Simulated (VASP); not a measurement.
# Beryllium: how numerical settings change the zone-centre modes, part 2 of 2

Aim: test the modes of Beryllium against the numerical settings. The starting structure is a measured crystal structure from the Crystallography Open Database.

VASP 6.6.1.

Results so far: reference B1g 711.1 cm⁻¹; a 12×12×7 mesh B1g 705.4 cm⁻¹; a cutoff of 250 eV B1g 710.2 cm⁻¹; a 30×30×16 mesh B1g 709.7 cm⁻¹.

## 6. Modes with a smearing width of 0.06 eV

Level of this step: LDA; plane waves and PAW (Be) (VASP).

Against step 2 the input has SIGMA = 0.06.

INCAR reads:

```
SYSTEM = Be
PREC = Accurate
ENCUT = 450
EDIFF = 1E-08
NELM = 100
ISMEAR = 1
SIGMA = 0.06
LREAL = .FALSE.
ALGO = Normal
GGA = CA
NBANDS = 8
LORBIT = 11
LWAVE = .FALSE.
LCHARG = .FALSE.
KPAR = 4
IBRION = 8
ISIF = 2
```

POSCAR reads:

```
Be
1.0
    2.2275526839      0.0000000000      0.0000000000
   -1.1137763420      1.9291172126      0.0000000000
    0.0000000000      0.0000000000      3.5227364091
Be
2
Direct
    0.6666666667      0.3333333333      0.7500000000
    0.3333333333      0.6666666667      0.2500000000
```

KPOINTS reads:

```
Automatic mesh
0
Gamma
22 22 12
0 0 0
```

PAW data sets: Be (LDA family, release 64).

Launch:

```sh
$ mpirun -np 4 vasp_std
```

The log of the run:

```text
[... set-up lines as in an earlier step ...]
 entering main loop
       N       E                     dE             d eps       ncg     rms          rms(c)
DAV:   1    -0.558140660667E+01   -0.55814E+01   -0.16980E+03  6056   0.366E+02
DAV:   2    -0.846869799149E+01   -0.28873E+01   -0.28010E+01  9032   0.348E+01
DAV:   3    -0.847690647918E+01   -0.82085E-02   -0.82083E-02  6064   0.195E+00
DAV:   4    -0.847690761516E+01   -0.11360E-05   -0.11350E-05  8216   0.264E-02
[...]
DAV:   9    -0.842022686210E+01    0.10068E-05   -0.54971E-07  7768   0.618E-03    0.486E-04
DAV:  10    -0.842022685076E+01    0.11336E-07   -0.18424E-09  5336   0.373E-04    0.110E-04
DAV:  11    -0.842022684956E+01    0.12049E-08   -0.25737E-10  3024   0.130E-04
   1 F= -.84202268E+01 E0= -.84202164E+01  d E =-.312770E-04
 Linear response reoptimize wavefunctions to high precision
DAV:   1    -0.842022684949E+01    0.68866E-10   -0.38040E-12  3816   0.186E-05
 Linear response DOF=           2
 Linear response progress:
  Degree of freedom:   1/  2
[...]
RMM:   7    -0.727116663062E-02   -0.59855E-09    0.18256E-10 41379   0.333E-06    0.161E-06
 first order change of Fermi-energy   0.28206E-05
 force on displaced ion       1 direction 1 :  -3.910  -0.000   0.000
 Linear response progress:
  Degree of freedom:   2/  2
       N       E                     dE             d eps       ncg     rms          rms(c)
RMM:   1    -0.184830154161E-01   -0.18483E-01    0.26631E-02 20440   0.676E-01
RMM:   2    -0.169238458084E-01    0.15592E-02   -0.51213E-03 13601   0.675E-02    0.115E-01
RMM:   3    -0.158308430284E-01    0.10930E-02   -0.12244E-03 13505   0.931E-02    0.427E-02
RMM:   4    -0.159074683808E-01   -0.76625E-04   -0.43082E-04 13726   0.531E-02    0.406E-03
RMM:   5    -0.158761562047E-01    0.31312E-04    0.14904E-05 14332   0.302E-03    0.700E-04
RMM:   6    -0.158781620285E-01   -0.20058E-05    0.24928E-06 14132   0.506E-04    0.878E-05
RMM:   7    -0.158782690781E-01   -0.10705E-06    0.26333E-07 14706   0.327E-05    0.132E-05
RMM:   8    -0.158782800642E-01   -0.10986E-07    0.40522E-08 13624   0.533E-06    0.924E-07
RMM:   9    -0.158782805260E-01   -0.46180E-09    0.55345E-09 10833   0.593E-07    0.322E-07
 first order change of Fermi-energy   0.26211E-04
 force on displaced ion       1 direction 3 :  -0.000  -0.000  -8.367
 Linear response finished
```

It took 65 s on 4 MPI ranks of AMD EPYC 7R43, shared host; peak memory 1.5 GiB; 4.3 min of CPU time.

Parts of OUTCAR (step 6):

```text
  Total        0.0037065      0.0037065     -0.0053108     -0.0000000      0.0000000      0.0000000
  in kB        0.3922939      0.3922939     -0.5620827     -0.0000000      0.0000000      0.0000000
  external PRESSURE =       0.0741684 kB  Pullay stress =       0.0000000 kB

 POSITION                                       TOTAL-FORCE (eV/Angst)
 -----------------------------------------------------------------------------------
      1.11378      0.64304      2.64205         0.000000     -0.000000      0.000000
     -0.00000      1.28608      0.88068        -0.000000      0.000000      0.000000
 -----------------------------------------------------------------------------------
    total drift:                                0.000000     -0.000000      0.000000

[... 2 parts as in an earlier step ...]
```

With a smearing width of 0.06 eV the modes are B1g 710.5, E2g 485.7 cm⁻¹; the largest shift is -0.6 cm⁻¹, in B1g, from the reference.

## 7. Modes with finite displacements

Against step 2 the input has IBRION = 6, NFREE = 2 and POTIM = 0.015 (also changed: NSW).

Edit INCAR of step 6 so:

```diff
@@ -6,3 +6,3 @@
 ISMEAR = 1
-SIGMA = 0.06
+SIGMA = 0.15
 LREAL = .FALSE.
@@ -15,3 +15,6 @@
 KPAR = 4
-IBRION = 8
+IBRION = 6
+NFREE = 2
+POTIM = 0.015
+NSW = 1
 ISIF = 2
```

POSCAR is that of step 6.

KPOINTS is that of step 6.

Launch:

```sh
$ mpirun -np 4 vasp_std
```

The log of the run:

```text
[... set-up lines as in an earlier step ...]
 entering main loop
       N       E                     dE             d eps       ncg     rms          rms(c)
[... 11 cycles as in an earlier step ...]
   1 F= -.84202421E+01 E0= -.84202858E+01  d E =0.131105E-03
[...]
2 F= -.84198037E+01 E0= -.84198451E+01  d E =0.124229E-03
[...]
3 F= -.84198037E+01 E0= -.84198452E+01  d E =0.124229E-03
[...]
4 F= -.84193028E+01 E0= -.84193477E+01  d E =0.134499E-03
[...]
5 F= -.84193028E+01 E0= -.84193476E+01  d E =0.134499E-03
 Finite differences progress:
  Degree of freedom:   2/  2
  Displacement:        2/  2
  Total:               4/  4
```

It took 43 s on 4 MPI ranks; peak memory 1.2 GiB; 2.8 min of CPU time.

From OUTCAR (step 7):

```text
  Total        0.0012529      0.0012529      0.0041941     -0.0000000      0.0000000     -0.0000000
  in kB        0.1326034      0.1326034      0.4439015     -0.0000000      0.0000000     -0.0000000
  external PRESSURE =       0.2363694 kB  Pullay stress =       0.0000000 kB

 POSITION                                       TOTAL-FORCE (eV/Angst)
 -----------------------------------------------------------------------------------
      1.11378      0.64304      2.62705         0.000000      0.000000      0.125255
     -0.00000      1.28608      0.88068        -0.000000      0.000000     -0.125255
 -----------------------------------------------------------------------------------
    total drift:                               -0.000000     -0.000000     -0.000001

  FREE ENERGIE OF THE ION-ELECTRON SYSTEM (eV)
  ---------------------------------------------------
  free  energy   TOTEN  =        -8.4193028149 eV

  energy  without entropy=       -8.4194373143  energy(sigma->0) =       -8.41934765

[... 2 parts as in an earlier step ...]

[... 1 further part left out ...]
[key lines of the parts left out:]
E-fermi :   7.3004
```

The last energy, forces and stress in OUTCAR belong to the last displaced cell, not to that of POSCAR.

With finite displacements the modes are B1g 709.9, E2g 484.9 cm⁻¹; the largest shift is -1.2 cm⁻¹, in B1g, from the reference.

## 8. All runs side by side

| run | B1g | E2g | method | core minutes |
| --- | --- | --- | --- | --- |
| reference | 711.1 | 485.1 | perturbation theory | 4.0 |
| a 12×12×7 mesh | 705.4 | 483.7 | perturbation theory | 0.613 |
| a cutoff of 250 eV | 710.2 | 484.1 | perturbation theory | 1.33 |
| a 30×30×16 mesh | 709.7 | 485.2 | perturbation theory | 6.87 |
| a smearing width of 0.06 eV | 710.5 | 485.7 | perturbation theory | 4.33 |
| finite displacements | 709.9 | 484.9 | finite displacements | 2.87 |

Modes are in cm⁻¹, degenerate ones as one, matched between runs by symmetry and order. A number in brackets counts the listed modes of one symmetry from the lowest. The symmetry labels come from an automatic analysis and can be wrong where levels nearly coincide. Core minutes are wall time times ranks of the run shown, on a shared host.

## 9. What came out

| Property | Result |
| --- | --- |
| B1g, reference | 711.1 cm⁻¹ |
| E2g, reference | 485.1 cm⁻¹ |
| B1g, a 12×12×7 mesh | 705.4 cm⁻¹ |
| E2g, a 12×12×7 mesh | 483.7 cm⁻¹ |
| B1g, a cutoff of 250 eV | 710.2 cm⁻¹ |
| E2g, a cutoff of 250 eV | 484.1 cm⁻¹ |
| B1g, a 30×30×16 mesh | 709.7 cm⁻¹ |
| E2g, a 30×30×16 mesh | 485.2 cm⁻¹ |
| B1g, a smearing width of 0.06 eV | 710.5 cm⁻¹ |
| E2g, a smearing width of 0.06 eV | 485.7 cm⁻¹ |
| B1g, finite displacements | 709.9 cm⁻¹ |
| E2g, finite displacements | 484.9 cm⁻¹ |

In words: The largest change comes with a 12×12×7 mesh: -5.7 cm⁻¹ in B1g. On finer settings the modes change by up to -1.4 cm⁻¹ in B1g with a 30×30×16 mesh. Other changes move the modes by more: -5.7 cm⁻¹ in B1g with a 12×12×7 mesh. Further runs on this material are not shown.

[Lines on the potential files, build, host, timing and source positions are cut from VASP's logs without a mark.]

[Logs are printed without paths, hosts, clocks, repeated set-up lines and the standing remarks that a program may print on its own settings, such as how far it seeks lower states.]

[Hosts, paths, dates, database ids (printed as entryN), source tags and the programs' standing remarks are cut or masked in the printed files.]
